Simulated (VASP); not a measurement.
## V: relaxation of cell and atoms with PBE

V:

```
V
1.0
    -1.49928    1.49928    1.49928
     1.49928   -1.49928    1.49928
     1.49928    1.49928   -1.49928
V
1
Direct
  0.00000 0.00000 0.00000
```

```json
{
 "Program": "VASP 6.6.1",
 "Task": "relaxation of cell and atoms",
 "Functional": "PBE",
 "Potentials or basis": "VASP PAW PBE potentials, release 64 (V_sv)",
 "Cutoff": "520 eV",
 "k mesh": "20 × 20 × 20",
 "Occupations": "gaussian, width 0.1 eV",
 "Spin": "collinear spin, ferromagnetic start",
 "Starting moments": "[2.0] μB",
 "Further INCAR settings": "ALGO = Normal; EDIFF = 1e-07; IBRION = 2; POTIM = 0.3; EDIFFG = -0.005; NSW = 60; ISIF = 3"
}
```

```
Pressure after relaxing                               : -0.1 GPa
Band gap on the k mesh                                : none (metal or under the smearing width)
Net moment                                            : 0.00 μB per cell
Valence electrons inside the program's atomic spheres : V 11.65
```

Final structure:
```cif
data_structure
_symmetry_space_group_name_H-M 'P 1'
_symmetry_Int_Tables_number 1
_cell_length_a 2.5968
_cell_length_b 2.5968
_cell_length_c 2.5968
_cell_angle_alpha 109.471
_cell_angle_beta 109.471
_cell_angle_gamma 109.471
_cell_volume 13.48
loop_
_atom_site_label
_atom_site_type_symbol
_atom_site_fract_x
_atom_site_fract_y
_atom_site_fract_z
_atom_site_occupancy
V1 V 0.00000 0.00000 0.00000 1
```

Levels at points of the mesh, in eV from the Fermi level:
Spin up:
```tsv
k point	band 5	band 6	band 7	band 8	band 9	band 10
(0.00, 0.00, 0.00)	-6.58	0.41	0.41	0.41	2.42	2.42
(0.50, 0.00, 0.00)	-3.17	-1.12	1.64	2.42	2.78	4.11
(0.50, 0.50, 0.50)	-2.99	-2.99	3.72	3.72	3.72	10.20
```
Spin down:
```csv
k point,band 5,band 6,band 7,band 8,band 9,band 10
"(0.00, 0.00, 0.00)",-6.58,0.41,0.41,0.41,2.42,2.42
"(0.50, 0.00, 0.00)",-3.17,-1.12,1.64,2.42,2.78,4.11
"(0.50, 0.50, 0.50)",-2.99,-2.99,3.72,3.72,3.72,10.20
```

Run time: 35 s on 1 thread of Intel(R) Xeon(R) Platinum 8559C (Emerald Rapids), on a shared host, peak memory 0.18 GiB.

Caveat: the relaxation stopped at its first step, so nothing moved.
